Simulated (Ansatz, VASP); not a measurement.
**Cross-check of TaN (TaN strained to the junction's net) between VASP and Ansatz**

One calculation is typed for both programs; each brings its own data sets. How far apart do they land? The cell is generated by rule, not measured, and may not be a known phase. The structure shown is the end of the Ansatz relaxation below.

Main program and level: Ansatz 0.2.0; plane waves, with VASP 6.6.1 beside it; single point at PBE.

## Step 1: The structure

Symmetry: R-3m, No. 166, trigonal system. Conventional cell: a = 3.151 Å, b = 3.151 Å, c = 7.558 Å, α = 90.00°, β = 90.00°, γ = 120.00°. Ta has 6 N at 2.21 Å nearest. Nearest to N lie 6 Ta at 2.21 Å. Farther neighbours and most contacts between anions are not listed.

Coordinates:

```
Ta N
1.0
     3.15100    0.00000    0.00000
    -1.57550    2.72885    0.00000
     0.00000    0.00000    7.55772
Ta N
3 3
Cartesian
  0.0000 0.0000 0.0000
  1.5755 0.9096 2.5192
  0.0000 1.8192 5.0385
  0.0000 1.8192 1.2596
  0.0000 0.0000 3.7789
  1.5755 0.9096 6.2981
```

## Step 2: Ansatz: relaxation, PBE

Ansatz runs on its default PAW (the set named soft_2) files.

This run makes the geometry at which the two programs are then compared.

input.yaml

```yaml
crystal:
  lattice:
    - [3.151, 0.0, 0.0]
    - [-1.5755, 2.7288460473, 0.0]
    - [0.0, 0.0, 7.6117902424]
  atoms:
    - { symbol: Ta, position: [0.0, 0.0, 0.0] }
    - { symbol: "N", position: [0.3333333333, 0.6666666667, 0.1666666667] }
    - { symbol: Ta, position: [0.6666666667, 0.3333333333, 0.3333333333] }
    - { symbol: "N", position: [0.0, 0.0, 0.5] }
    - { symbol: Ta, position: [0.3333333333, 0.6666666667, 0.6666666667] }
    - { symbol: "N", position: [0.6666666667, 0.3333333333, 0.8333333333] }
kpoints:
  mp_grid: { grid: [12, 12, 4] }
scf:
  occupations: { method: fermi_dirac, width: 0.1 }
  max_iter: 150
hamiltonian:
  xc: pbe
relax:
  f_tol: 0.01
  max_steps: 40
  cell: { fix: [a, b, angles] }
```

On the command line:

```console
> ansatz run input.yaml --threads 4 --pin off --max-ram 10240MiB --backend cpu --events-out ev --progress --plain --runs-dir out
```

Numbers of over 12 decimals in the logs are rounded to 6 here.

Output:

```text
Engine: ansatz 0.2.0, aarch64-unknown-linux-gnu
Pseudopotentials: kind: paw
Pseudopotential: Ta, paw, valence charge 13, recommended cutoff 420 eV (normal), Ta.paw.azcp
Pseudopotential: N, paw, valence charge 5, recommended cutoff 420 eV (normal), N.paw.azcp
Functional definition: PBE
  parameter kappa = 0.804
  parameter beta = 0.066725
  exchange = pbe_x(kappa = kappa, mu = beta*pi^2/3)
  correlation = pbe_c(beta = beta)
Crystal: 6 atoms, lattice volume = 65.451 Å³
Basis set: ecut = 420 eV, 1261 PW (Γ), exchange–correlation on 48×48×108 points (8 copies of the dense FFT grid, shifted against one another)
Bands: 33, of which v1, the nominal top of the filled ones, is band 27 counted from 1 (26 counted from 0)
Symmetry: 36 space group operations
Space group: R-3m (ITA 166), of the structure as read, at distance tolerance 4.0e-5 Å
k-points: 69 of 576
Non-local potential: Ta, projectors of the file, l = 0: 3, l = 1: 2, l = 2: 2, l = 3: 1
Non-local potential: N, projectors of the file, l = 0: 2, l = 1: 2, l = 2: 1
PAW form: soft (Blöchl's): semilocal exchange-correlation on the pseudo side does not see the compensation charge
PAW one-centre angular grid: Ta, 590 points (default); XC on 64 Gauss nodes
PAW one-centre angular grid: N, 110 points (default); XC on 64 Gauss nodes
Initial density: superposition of atomic densities (neutral atoms: chi_scale 0, normalization atom), corrected by the library's trained network
Initial wavefunctions: pseudopotential atomic-orbital guess
Functional: x = pbe(κ = 0.804, μ = 0.219515), c = pbe(β = 0.066725)
SCF iter   1: F=—  HF=-30953.785812 eV  |F-HF|=—  |Δ(HF+E_count)|=         —  Δρ=1.74e-3  dr2=7.31e-4  ethr=1.77e-3  ⟨swp⟩=5.5  Hψ=20101  notcnv=0  defer=13
automatic band count: the SCF goes on with 39 bands, as 33 were too few: the levels above may hold too much charge
preconditioner: auto → Kerker (q_TF=auto, 2.642 Å⁻¹)  [metal: Δε(μ)=0.040 eV  Ē_g=10.773 eV  σ=0.100 eV  W_gap=0.10  n_scr=24 (ndim 8)  ℏωp=25.1 eV  f_vac=0.000  D(μ)=2.42/eV (n_scr^D=24)]
SCF iter   2: F=—  HF=-30953.785904 eV  |F-HF|=—  |Δ(HF+E_count)|=   9.16e-5  Δρ=9.98e-4  dr2=2.21e-4  ethr=1.35e-6  ⟨swp⟩=2.0  Hψ=5129  notcnv=0  defer=13
SCF iter   3: F=—  HF=-30953.786265 eV  |F-HF|=—  |Δ(HF+E_count)|=   3.62e-4  Δρ=1.69e-4  dr2=1.51e-5  ethr=4.10e-7  ⟨swp⟩=2.0  Hψ=3454  notcnv=0  defer=13
SCF iter   4: F=—  HF=-30953.786307 eV  |F-HF|=—  |Δ(HF+E_count)|=   4.19e-5  Δρ=6.05e-5  dr2=1.44e-6  ethr=2.79e-8  ⟨swp⟩=2.5  Hψ=3518  notcnv=0  defer=13
iter 5 did not close the SCF: its close was put off for the readings that it lacked (scf_convergence_deferred on its scf_iter line)
SCF iter   5: F=-30953.786308 eV  HF=-30953.786308 eV  |F-HF|=7.97e-9  |Δ(HF+E_count)|=   4.66e-7  Δρ=7.63e-6  dr2=2.10e-8  ethr=2.67e-9  ⟨swp⟩=2.9  Hψ=4767  notcnv=0  defer=13
SCF iter   6: F=-30953.786308 eV  HF=-30953.786308 eV  |F-HF|=1.78e-10  |Δ(HF+E_count)|=   1.16e-8  Δρ=1.00e-6  dr2=2.87e-10  ethr=3.89e-11  ⟨swp⟩=2.1  Hψ=7936  notcnv=0
SCF 1 converged in 6 iterations: F = -30953.786308 eV  dr2 = 2.87e-10
  greatest PAW one-centre occupation: 0.999 electrons in one spin orbital (limit 2), on the Ta atom at site 4 (counted from 0), in its partial waves of l = 0
relax step   1: F+E_penalty+E_count = -30953.78630757 eV  Δ(F+E_penalty+E_count) = +0.000e0 eV  max|allowed force component| = 5.758e-27 eV/Å  Δτ_max = 0.0000 Å  P = -3.936 GPa  Ω = 65.451 Å³  fix = [a, b, alpha, beta, gamma]  reactions: a -4.377, b -4.377 GPa  (6 SCF iters, dr2 threshold 1.00e-7 eV, accepted)
[...]
relax step   4: F+E_penalty+E_count = -30953.79084972 eV  Δ(F+E_penalty+E_count) = +1.226e-3 eV  max|allowed force component| = 6.861e-28 eV/Å  Δτ_max = 0.0000 Å  P = -1.740 GPa  Ω = 65.000 Å³  fix = [a, b, alpha, beta, gamma]  reactions: a -2.560, b -2.560 GPa  stress off target by 9.90e-2 GPa on what of the cell is left free  SCF on the basis re-selected at this cell (its energy is not comparable with the rows above)  (8 SCF iters)
[...]
relax step   5: F+E_penalty+E_count = -30953.79089773 eV  Δ(F+E_penalty+E_count) = -4.801e-5 eV  max|allowed force component| = 3.886e-27 eV/Å  Δτ_max = 0.0000 Å  P = -1.668 GPa  Ω = 64.986 Å³  energy of the carried Pulay correction = +4.354e-5 eV  fix = [a, b, alpha, beta, gamma]  reactions: a -2.502, b -2.502 GPa  (6 SCF iters, dr2 threshold 2.45e-8 eV, accepted)
[...]
relax step   6: F+E_penalty+E_count = -30953.79082018 eV  Δ(F+E_penalty+E_count) = +7.755e-5 eV  max|allowed force component| = 1.779e-28 eV/Å  Δτ_max = 0.0000 Å  P = -1.669 GPa  Ω = 64.986 Å³  fix = [a, b, alpha, beta, gamma]  reactions: a -2.502, b -2.502 GPa  stress off target by 3.39e-3 GPa on what of the cell is left free  SCF on the basis re-selected at this cell (its energy is not comparable with the rows above)  (7 SCF iters)
basis re-selected at this cell: Δ(F+E_penalty+E_count) = +7.755e-5 eV, ΔP = -0.001 GPa vs the last step (what re-selecting the basis moved, of the pressure what is left beyond the Pulay correction that the steps carried, after the strain that the cell walked since its last selection, with what the two solves' SCF thresholds leave and, on support functions, any second-order correction that the steps lacked; it is no m [...]
SCF converged after 7 iterations
Free energy (F): -30953.790820 eV
Harris-Foulkes:  -30953.790820 eV  (|F-HF|=0.00e0)
Internal energy: -30953.711209 eV  (E = F + TS)
E sigma→0 (E₀):  -30953.751015 eV
Entropy (-TS):   -0.079611 eV (-13.268 meV/atom)
Fermi energy:    21.270019 eV
--- Per-component energies (eV) ---
  E_band       = -153.496489
  E_kinetic    = 1500.051593
  E_local      = -1787.235813  (includes V_loc(G=0)·N_el)
  E_nonlocal   = 179.237893
  E_hartree    = 599.386470
  E_xc         = -839.511795
  E_vxc        = -846.790500  (∫ρ·V_xc dr)
  E_paw        = -25572.487343  (= ΣΔE_a)
  E_vpaw       = -397.533210  (= ΣTr[D̂ρ^β])
  E_aug_tail   = 0.000608  (compensation charges beyond the density's cutoff)
  E_ewald      = -5033.152823
  E_smearing   = -0.079611  (= −TS)
  E_closure    = 0.000000  (closes the sum)
  Σ components = -30953.790820   (vs F -30953.790820, Δ=0.00e0)
--- Forces (eV/Å), atoms counted from 1 ---
  atom   1  Ta     0.00000000     0.00000000     0.00000000
  atom   2  N      0.00000000     0.00000000     0.00000000
  atom   3  Ta    -0.00000000    -0.00000000    -0.00000000
  atom   4  N      0.00000000     0.00000000     0.00000000
  atom   5  Ta     0.00000000    -0.00000000     0.00000000
  atom   6  N     -0.00000000    -0.00000000     0.00000000
  max |Σ_I F_I| component: 2.89e-28 eV/Å
--- Stress (GPa, compression-positive) ---
       -2.501733       0.000000       0.000000
        0.000000      -2.501733      -0.000000
        0.000000      -0.000000      -0.003386
  P = ⅓ Tr σ = -1.6690 GPa (-16.690 kbar)
--- Relaxed structure (4 steps of the walk, 4 accepted, 2 SCFs on fresh bases) ---
  F+E_penalty+E_count = -30953.79082018 eV   max|allowed force component| = 1.779e-28 eV/Å   (the final SCF, on the basis selected at the relaxed cell)
  cell:  # Å, volume = 64.9858 Å³
    - [3.151000, 0, 0]
    - [-1.575500, 2.728846, 0]
    - [0, 0, 7.557723]
  atoms:
    - { symbol: Ta, position: [0, 0, 0] }
    - { symbol: N, position: [0.333333, 0.666667, 0.166667] }
    - { symbol: Ta, position: [0.666667, 0.333333, 0.333333] }
    - { symbol: N, position: [0, 0, 0.5] }
    - { symbol: Ta, position: [0.333333, 0.666667, 0.666667] }
    - { symbol: N, position: [0.666667, 0.333333, 0.833333] }
```

In the SCF lines HF is the Harris–Foulkes energy and dr2 the Hartree energy of the density residual, in eV; the loop may stop once dr2 is under the threshold and the program's other checks hold. Hψ counts applications of the Hamiltonian.

## Step 3: VASP: single point, PBE

The same cell, functional, mesh and smearing now go to VASP, with its own data sets.

Lines of VASP's logs that name or quote its potential files are left out, and so is its time.

INCAR

```
SYSTEM = TaN
PREC = Accurate
ENCUT = 600
EDIFF = 1E-06
NELM = 120
ISMEAR = -1
SIGMA = 0.1
LREAL = .FALSE.
ALGO = Normal
GGA = PE
NBANDS = 30
LASPH = .TRUE.
LORBIT = 11
LWAVE = .FALSE.
LCHARG = .FALSE.
ISIF = 2
GGA_COMPAT = .FALSE.
KPAR = 2
```

POSCAR

```
TaN
1.0
    3.1510000000      0.0000000000      0.0000000000
   -1.5755000000      2.7288460473      0.0000000000
    0.0000000000      0.0000000000      7.5577228333
Ta N
3 3
Direct
    0.0000000000      0.0000000000      0.0000000000
    0.6666666667      0.3333333333      0.3333333333
    0.3333333333      0.6666666667      0.6666666667
    0.3333333333      0.6666666667      0.1666666667
    0.0000000000      0.0000000000      0.5000000000
    0.6666666667      0.3333333333      0.8333333333
```

KPOINTS

```
Automatic mesh
0
Gamma
12 12 4
0 0 0
```

The projector-augmented-wave data sets are Ta_pv and N (PBE family, release 64).

On the command line:

```console
> mpirun -np 2 vasp_std
```

Output:

```text
[banner, memory and clock lines left out]
running    2 mpi-ranks, on    1 nodes
 distrk:  each k-point on    1 cores,    2 groups
 distr:  one band on    1 cores,    1 groups

 POSCAR found type information on POSCAR TaN
 POSCAR found :  2 types and       6 ions
 LDA part: xc-table for (Slater+PW92), standard interpolation
 POSCAR, INCAR and KPOINTS ok, starting setup
 FFT: planning ... GRIDC
 FFT: planning ... GRID_SOFT
 FFT: planning ... GRID
 WAVECAR not read
 entering main loop
       N       E                     dE             d eps       ncg     rms          rms(c)
DAV:   1     0.483884275740E+03    0.48388E+03   -0.28827E+04  4140   0.188E+03
DAV:   2    -0.427047034850E+02   -0.52659E+03   -0.50959E+03  4802   0.521E+02
DAV:   3    -0.738036386670E+02   -0.31099E+02   -0.30347E+02  5128   0.120E+02
DAV:   4    -0.745984736868E+02   -0.79484E+00   -0.76774E+00  5496   0.167E+01
DAV:   5    -0.746182882771E+02   -0.19815E-01   -0.19554E-01  5270   0.186E+00    0.401E+01
DAV:   6    -0.657939227562E+02    0.88244E+01   -0.52824E+01  5224   0.405E+01    0.178E+01
DAV:   7    -0.655883452660E+02    0.20558E+00   -0.25752E+00  4924   0.896E+00    0.918E+00
DAV:   8    -0.655389709964E+02    0.49374E-01   -0.27415E-01  4994   0.354E+00    0.805E-01
DAV:   9    -0.655272451247E+02    0.11726E-01   -0.64109E-02  5110   0.119E+00    0.222E-01
DAV:  10    -0.655273549663E+02   -0.10984E-03   -0.55278E-03  5342   0.546E-01    0.112E-01
DAV:  11    -0.655270764230E+02    0.27854E-03   -0.95031E-04  5208   0.176E-01    0.270E-02
DAV:  12    -0.655270725205E+02    0.39025E-05   -0.12473E-04  5492   0.610E-02    0.538E-03
DAV:  13    -0.655270722177E+02    0.30288E-06   -0.33270E-06  4388   0.106E-02
   1 F= -.65527072E+02 E0= -.65487165E+02  d E =-.798139E-01
```

From OUTCAR (step 3):

```text
ion  position               nearest neighbor table
   1  0.000  0.000  0.000-   4 2.21   6 2.21   4 2.21   6 2.21   6 2.21   4 2.21   2 3.11   3 3.11
                             3 3.11   2 3.11   3 3.11   2 3.11
   2  0.667  0.333  0.333-   4 2.21   4 2.21   5 2.21   4 2.21   5 2.21   5 2.21   1 3.11   1 3.11
                             1 3.11   3 3.11   3 3.11   3 3.11
   3  0.333  0.667  0.667-   6 2.21   6 2.21   5 2.21   6 2.21   5 2.21   5 2.21   1 3.11   1 3.11
                             1 3.11   2 3.11   2 3.11   2 3.11
   4  0.333  0.667  0.167-   2 2.21   2 2.21   1 2.21   2 2.21   1 2.21   1 2.21
   5  0.000  0.000  0.500-   2 2.21   3 2.21   3 2.21   2 2.21   2 2.21   3 2.21
   6  0.667  0.333  0.833-   3 2.21   3 2.21   1 2.21   3 2.21   1 2.21   1 2.21

  LATTYP: Found a hexagonal cell.
 ALAT       =     3.1510000000
 C/A-ratio  =     2.3985156564

 Subroutine GETGRP returns: Found 12 space group operations
 (whereof 12 operations were pure point group operations)

The static configuration has the point symmetry D_3d.

 Found     69 irreducible k-points:

   k-points           NKPTS =     69   k-points in BZ     NKDIM =     69   number of bands    NBANDS=     30

   dimension x,y,z NGX =    28 NGY =   28 NGZ =   60
   dimension x,y,z NGXF=    56 NGYF=   56 NGZF=  120

   ENCUT  =  600.0 eV  44.10 Ry    6.64 a.u.   6.29  6.29 15.09*2*pi/ulx,y,z

   NELECT =      48.0000    total number of electrons

 k-points in reciprocal lattice and weights: Automatic mesh
   0.00000000  0.00000000  0.00000000       0.002
   0.08333333  0.00000000  0.00000000       0.010
   0.16666667  0.00000000  0.00000000       0.010
   0.25000000 -0.00000000  0.00000000       0.010
   0.33333333  0.00000000  0.00000000       0.010
   0.41666667  0.00000000  0.00000000       0.010
   0.50000000 -0.00000000  0.00000000       0.005
   0.08333333  0.08333333  0.00000000       0.010
   0.16666667  0.08333333  0.00000000       0.021
[...]
0.33333333  0.25000000  0.50000000       0.021
   0.33333333  0.33333333  0.50000000       0.003

 average (electrostatic) potential at core
       1 -35.0851       2 -35.0851       3 -35.0851       4 -61.4223       5 -61.4223
       6 -61.4223

 E-fermi :   9.3279

 k-point     1 :       0.0000    0.0000    0.0000
  band No.  band energies     occupation
    ...
     24       7.4906      2.00000
     25       9.3610      0.83572
     26       9.3610      0.83571
     27       9.4026      0.64291
     28       9.4026      0.64291
     29       9.9512      0.00392
     30       9.9512      0.00392

 k-point     2 :       0.0833    0.0000    0.0000
  band No.  band energies     occupation
    ...
     22       7.3140      2.00000
     23       7.5547      2.00000
     24       7.7997      2.00000
     25       8.4599      1.99966
     26       9.1069      1.80218
     27       9.5336      0.22663
     28       9.7346      0.03365
     29      10.1165      0.00075
     30      10.4640      0.00002

 k-point     3 :       0.1667    0.0000    0.0000
  band No.  band energies     occupation
    ...
     23       7.4055      2.00000
     24       8.3124      1.99992
     25       8.5022      1.99948
     26       9.3417      0.93076
     27       9.4261      0.54478
     28      10.5989      0.00001
     29      11.2385      0.00000
     30      11.3808      0.00000

  Total       -0.7518430     -0.7518430      0.2614366     -0.0000000      0.0000000      0.0000000
  in kB      -18.5361413    -18.5361413      6.4455282     -0.0000000      0.0000000      0.0000000
  external PRESSURE =     -10.2089181 kB  Pullay stress =       0.0000000 kB

  energy-cutoff  :      600.00
  volume of cell :       64.99
      direct lattice vectors                 reciprocal lattice vectors
     3.151000000  0.000000000  0.000000000     0.317359568  0.183227632  0.000000000
    -1.575500000  2.728846047  0.000000000     0.000000000  0.366455264  0.000000000
     0.000000000  0.000000000  7.557722833     0.000000000  0.000000000  0.132314987

 POSITION                                       TOTAL-FORCE (eV/Angst)
 -----------------------------------------------------------------------------------
      0.00000      0.00000      0.00000        -0.000000     -0.000000      0.000000
      1.57550      0.90962      2.51924         0.000000     -0.000000      0.000000
     -0.00000      1.81923      5.03848         0.000000     -0.000000      0.000000
     -0.00000      1.81923      1.25962         0.000000     -0.000000      0.000000
      0.00000      0.00000      3.77886        -0.000000     -0.000000      0.000000
      1.57550      0.90962      6.29810        -0.000000      0.000000     -0.000000
 -----------------------------------------------------------------------------------
    total drift:                               -0.000000      0.000000      0.000000

  FREE ENERGIE OF THE ION-ELECTRON SYSTEM (eV)
  ---------------------------------------------------
  free  energy   TOTEN  =       -65.5270722177 eV

  energy  without entropy=      -65.4472582883  energy(sigma->0) =      -65.48716525

 total charge
# of ion       s       p       d       tot
------------------------------------------
    1        0.269   6.211   2.423   8.903
    2        0.269   6.211   2.423   8.903
    3        0.269   6.211   2.423   8.903
    4        1.225   2.518   0.000   3.744
    5        1.225   2.518   0.000   3.744
    6        1.225   2.518   0.000   3.744
--------------------------------------------------
tot          4.483  26.187   7.269  37.939

[... 3 further parts left out ...]
```

The run ends at a pressure of -1.02 GPa.

## Step 4: Side by side

Known differences besides the potentials themselves: the data sets hold 54 valence electrons in Ansatz (on its default PAW (the set named soft_2) files) and 48 in VASP; the cutoff is 420 eV in Ansatz and 600 eV in VASP; Ansatz's pressure holds a Pulay correction, VASP's none. Total energies have different zeros and are not compared.

Compared:

```tsv
quantity	Ansatz	VASP	difference
pressure (GPa)	-1.67	-1.02	-0.65
```

## Step 5: What came out

- difference in pressure (single point, PBE): -0.65 GPa

In words: The difference in pressure is -0.65 GPa (single point, PBE), within the 1 GPa picked in this series as the mark of a large difference. The data sets hold unlike numbers of valence electrons (54 in Ansatz and 48 in VASP), so part of the differences comes from the potentials. How closely two codes agree says nothing of how well the functional describes the real material.

[Lines on the potential files, build, host, timing and source positions are cut from VASP's logs without a mark.]

[Logs are printed without paths, hosts, clocks, repeated set-up lines and the standing remarks that a program may print on its own settings, such as how far it seeks lower states.]

[Hosts, paths, dates, database ids (printed as entryN), source tags and the programs' standing remarks are cut or masked in the printed files.]
